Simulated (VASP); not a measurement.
All values below come from SCAN meta-GGA, VASP's PBE PAW potentials (set 64) (plane waves; VASP).

A VASP calculation is set up with these files.

**INCAR**
```
! general
SYSTEM   =  Ir
PREC     =  Accurate
ENCUT    =  520
LREAL    =  .FALSE.
LASPH    =  .TRUE.   ! aspherical one-centre terms

! electronic loop
EDIFF    =  1E-6
NELM     =  100
ALGO     =  Normal   ! blocked Davidson
LMAXMIX  =  6
LMIXTAU  =  .TRUE.

! smearing
ISMEAR   =  1   ! Methfessel-Paxton
SIGMA    =  0.1

! functional
METAGGA  =  SCAN

! ions
IBRION   =  2   ! conjugate gradients
NSW      =  60
ISIF     =  3   ! ions, shape and volume
EDIFFG   =  -0.01

! output
LWAVE    =  .FALSE.
LCHARG   =  .FALSE.
```

### KPOINTS
```
Automatic
0
Gamma
 15 15 15
```

File POSCAR:
```
Ir
1
    0.0000000000     1.9200000000     1.9200000000
    1.9200000000     0.0000000000     1.9200000000
    1.9200000000     1.9200000000     0.0000000000
Ir
1
Direct
  0.0000000000   0.0000000000   0.0000000000
```

POTCAR, in this order: Ir (PBE.64 set). Program: vasp_std.

The resulting files:

**OSZICAR**
```
       N       E                     dE             d eps       ncg     rms          rms(c)
DAV:   1    -0.198101342477E+02   -0.19810E+02   -0.47739E+03  2016   0.107E+03
DAV:   2    -0.706018259333E+02   -0.50792E+02   -0.48303E+02  1928   0.212E+02
DAV:   3    -0.711300956058E+02   -0.52827E+00   -0.52627E+00  2872   0.287E+01
DAV:   4    -0.711322294517E+02   -0.21338E-02   -0.21334E-02  2368   0.132E+00
DAV:   5    -0.711322446242E+02   -0.15172E-04   -0.15172E-04  2952   0.688E-02    0.104E+01
DAV:   6    -0.711474122296E+02   -0.15168E-01   -0.17805E+00  1976   0.274E+01    0.667E+00
DAV:   7    -0.695385518934E+02    0.16089E+01   -0.50408E+00  2024   0.390E+01    0.458E+00
DAV:   8    -0.712633987792E+02   -0.17248E+01   -0.16519E+00  1920   0.231E+01    0.164E+00
DAV:   9    -0.713216128159E+02   -0.58214E-01   -0.26893E+00  2016   0.215E+01    0.252E+00
DAV:  10    -0.712735104178E+02    0.48102E-01   -0.12047E-01  2080   0.373E+00    0.129E+00
DAV:  11    -0.712769152451E+02   -0.34048E-02   -0.14862E-02  2176   0.156E+00    0.113E+00
DAV:  12    -0.712680784283E+02    0.88368E-02   -0.15001E-02  2224   0.163E+00    0.691E-01
DAV:  13    -0.712635062347E+02    0.45722E-02   -0.33082E-02  2120   0.287E+00    0.602E-01
DAV:  14    -0.712675715230E+02   -0.40653E-02   -0.41904E-03  2000   0.819E-01    0.687E-01
DAV:  15    -0.712638163940E+02    0.37551E-02   -0.21363E-03  1976   0.644E-01    0.601E-01
DAV:  16    -0.712642500790E+02   -0.43369E-03   -0.72415E-03  2312   0.109E+00    0.593E-01
DAV:  17    -0.712634583153E+02    0.79176E-03   -0.20797E-03  2160   0.694E-01    0.366E-01
DAV:  18    -0.712628015603E+02    0.65675E-03   -0.17634E-03  2400   0.646E-01    0.154E-01
DAV:  19    -0.712628824351E+02   -0.80875E-04   -0.47727E-04  2528   0.323E-01    0.571E-02
DAV:  20    -0.712627876980E+02    0.94737E-04   -0.70578E-05  2208   0.122E-01    0.520E-02
DAV:  21    -0.712628135123E+02   -0.25814E-04   -0.30899E-06  2224   0.290E-02    0.235E-02
DAV:  22    -0.712627727341E+02    0.40778E-04   -0.82179E-06  2008   0.381E-02    0.103E-02
DAV:  23    -0.712627782158E+02   -0.54817E-05   -0.91003E-07  1056   0.166E-02    0.210E-03
DAV:  24    -0.712627814921E+02   -0.32763E-05   -0.16606E-07  1016   0.552E-03    0.251E-03
DAV:  25    -0.712627782971E+02    0.31951E-05   -0.16920E-07  1016   0.640E-03    0.343E-04
DAV:  26    -0.712627806572E+02   -0.23602E-05   -0.20696E-08  1032   0.232E-03    0.391E-04
DAV:  27    -0.712627801494E+02    0.50790E-06   -0.99078E-09  1016   0.166E-03
   1 F= -.71262780E+02 E0= -.71262648E+02  d E =-.712628E+02
       N       E                     dE             d eps       ncg     rms          rms(c)
DAV:   1    -0.714254681431E+02   -0.16269E+00   -0.56463E+01  2104   0.135E+02    0.142E+01
DAV:   2    -0.708190676300E+02    0.60640E+00   -0.12213E+00  2104   0.129E+01    0.809E+00
DAV:   3    -0.713900000182E+02   -0.57093E+00   -0.14684E+00  2128   0.168E+01    0.335E+00
DAV:   4    -0.707786156100E+02    0.61138E+00   -0.61279E-01  1944   0.864E+00    0.665E-01
DAV:   5    -0.707787603914E+02   -0.14478E-03   -0.35546E-02  2104   0.258E+00    0.373E-01
DAV:   6    -0.707791884366E+02   -0.42805E-03   -0.19766E-02  2280   0.222E+00    0.870E-01
DAV:   7    -0.707783871428E+02    0.80129E-03   -0.18678E-02  2176   0.226E+00    0.212E-01
DAV:   8    -0.707772018652E+02    0.11853E-02   -0.36371E-03  2024   0.978E-01    0.194E-01
DAV:   9    -0.707773636632E+02   -0.16180E-03   -0.37161E-03  2056   0.977E-01    0.217E-01
DAV:  10    -0.707770318717E+02    0.33179E-03   -0.92150E-04  1936   0.487E-01    0.601E-02
DAV:  11    -0.707769901589E+02    0.41713E-04   -0.36506E-05  2264   0.107E-01    0.259E-02
DAV:  12    -0.707769927308E+02   -0.25718E-05   -0.66836E-06  2152   0.395E-02    0.868E-03
DAV:  13    -0.707769862968E+02    0.64340E-05   -0.21980E-06  2080   0.253E-02    0.166E-03
DAV:  14    -0.707769958118E+02   -0.95150E-05   -0.38491E-07  1008   0.111E-02    0.181E-03
DAV:  15    -0.707769941407E+02    0.16711E-05   -0.50223E-08   992   0.418E-03    0.652E-04
DAV:  16    -0.707769939661E+02    0.17465E-06   -0.11039E-08   968   0.178E-03
   2 F= -.70776994E+02 E0= -.70776853E+02  d E =0.485786E+00
       N       E                     dE             d eps       ncg     rms          rms(c)
DAV:   1    -0.733473249140E+02   -0.25703E+01   -0.61606E+01  2184   0.138E+02    0.112E+01
DAV:   2    -0.721206113372E+02    0.12267E+01   -0.72518E+00  2152   0.410E+01    0.753E+00
DAV:   3    -0.712203999320E+02    0.90021E+00   -0.34600E-01  2040   0.613E+00    0.317E+00
DAV:   4    -0.715521711366E+02   -0.33177E+00   -0.61883E-01  2048   0.898E+00    0.706E-01
DAV:   5    -0.712949179006E+02    0.25725E+00   -0.32862E-01  2032   0.668E+00    0.660E-01
DAV:   6    -0.712965145034E+02   -0.15966E-02   -0.67293E-03  2400   0.879E-01    0.906E-01
DAV:   7    -0.712920240698E+02    0.44904E-02   -0.13971E-02  2168   0.151E+00    0.597E-01
DAV:   8    -0.712911986237E+02    0.82545E-03   -0.18234E-02  2264   0.169E+00    0.236E-01
DAV:   9    -0.712908066476E+02    0.39198E-03   -0.14387E-03  2248   0.613E-01    0.170E-01
DAV:  10    -0.712907125760E+02    0.94072E-04   -0.23993E-03  1984   0.750E-01    0.226E-02
DAV:  11    -0.712906828621E+02    0.29714E-04   -0.16018E-04  2392   0.198E-01    0.695E-02
DAV:  12    -0.712907458040E+02   -0.62942E-04   -0.34541E-04  2104   0.216E-01    0.946E-03
DAV:  13    -0.712907576904E+02   -0.11886E-04   -0.10197E-05  2008   0.441E-02    0.221E-03
DAV:  14    -0.712907495136E+02    0.81768E-05   -0.26913E-06  1840   0.223E-02    0.214E-03
DAV:  15    -0.712907490529E+02    0.46066E-06   -0.40512E-07   984   0.115E-02
   3 F= -.71290749E+02 E0= -.71290617E+02  d E =-.279689E-01
       N       E                     dE             d eps       ncg     rms          rms(c)
DAV:   1    -0.712910230562E+02   -0.27354E-03   -0.73625E-03  2104   0.151E+00    0.150E-01
DAV:   2    -0.712908197137E+02    0.20334E-03   -0.74187E-04  2032   0.315E-01    0.351E-02
DAV:   3    -0.712908789157E+02   -0.59202E-04   -0.80583E-05  1984   0.112E-01    0.234E-02
DAV:   4    -0.712908402100E+02    0.38706E-04   -0.75650E-05  1992   0.101E-01    0.986E-03
DAV:   5    -0.712908709981E+02   -0.30788E-04   -0.70789E-06  2016   0.421E-02    0.147E-03
DAV:   6    -0.712908582416E+02    0.12757E-04   -0.55287E-07  1064   0.128E-02    0.876E-04
DAV:   7    -0.712908591033E+02   -0.86164E-06   -0.45319E-08   960   0.391E-03
   4 F= -.71290859E+02 E0= -.71290726E+02  d E =-.280790E-01
       N       E                     dE             d eps       ncg     rms          rms(c)
DAV:   1    -0.712908965163E+02   -0.38275E-04   -0.13388E-03  2104   0.646E-01    0.643E-02
DAV:   2    -0.712908489473E+02    0.47569E-04   -0.13674E-04  2040   0.136E-01    0.151E-02
DAV:   3    -0.712908739967E+02   -0.25049E-04   -0.14991E-05  1992   0.484E-02    0.101E-02
DAV:   4    -0.712908564518E+02    0.17545E-04   -0.14153E-05  1992   0.442E-02    0.422E-03
DAV:   5    -0.712908706292E+02   -0.14177E-04   -0.12992E-06  1152   0.186E-02    0.658E-04
DAV:   6    -0.712908645268E+02    0.61024E-05   -0.14630E-07   960   0.679E-03    0.538E-04
DAV:   7    -0.712908648697E+02   -0.34292E-06   -0.11987E-08   960   0.187E-03
   5 F= -.71290865E+02 E0= -.71290732E+02  d E =-.280847E-01
```

OUTCAR:
```
------------------------ aborting loop because EDIFF is reached ----------------------------------------
  FORCE on cell =-STRESS in cart. coord.  units (eV):
  Direction    XX          YY          ZZ          XY          YZ          ZX
  --------------------------------------------------------------------------------------
  Total        0.0040076      0.0040076      0.0040076      0.0000000      0.0000000      0.0000000
  in kB        0.4727973      0.4727973      0.4727973      0.0000000      0.0000000      0.0000000
  external PRESSURE =       0.4727973 kB  Pullay stress =       0.0000000 kB
  volume of cell :       13.58
      direct lattice vectors                 reciprocal lattice vectors
     0.000000000  1.893632973  1.893632973    -0.264042720  0.264042720  0.264042720
     1.893632973  0.000000000  1.893632973     0.264042720 -0.264042720  0.264042720
     1.893632973  1.893632973  0.000000000     0.264042720  0.264042720 -0.264042720
 POSITION                                       TOTAL-FORCE (eV/Angst)
 -----------------------------------------------------------------------------------
      0.00000      0.00000      0.00000         0.000000      0.000000     -0.000000
 -----------------------------------------------------------------------------------
    total drift:                               -0.000000     -0.000000     -0.000000
  FREE ENERGIE OF THE ION-ELECTRON SYSTEM (eV)
  ---------------------------------------------------
  free  energy   TOTEN  =       -71.2908648697 eV

  energy  without entropy=      -71.2904658163  energy(sigma->0) =      -71.29073185

 reached required accuracy - stopping structural energy minimisation
```
(Selected blocks of OUTCAR.)

**CONTCAR**
```
Ir
   1.00000000000000
     0.0000000000000000    1.8936329727414729    1.8936329727414729
     1.8936329727414729    0.0000000000000000    1.8936329727414729
     1.8936329727414729    1.8936329727414729    0.0000000000000000
  Ir
     1
Direct
     0.0000000000000000    0.0000000000000000    0.0000000000000000
```

Energy and stress use the plane-wave basis of the starting cell.

The compound is Ir in the fcc structure. This run relaxes it. Symmetry was kept, so distortions that lower it aren't found.
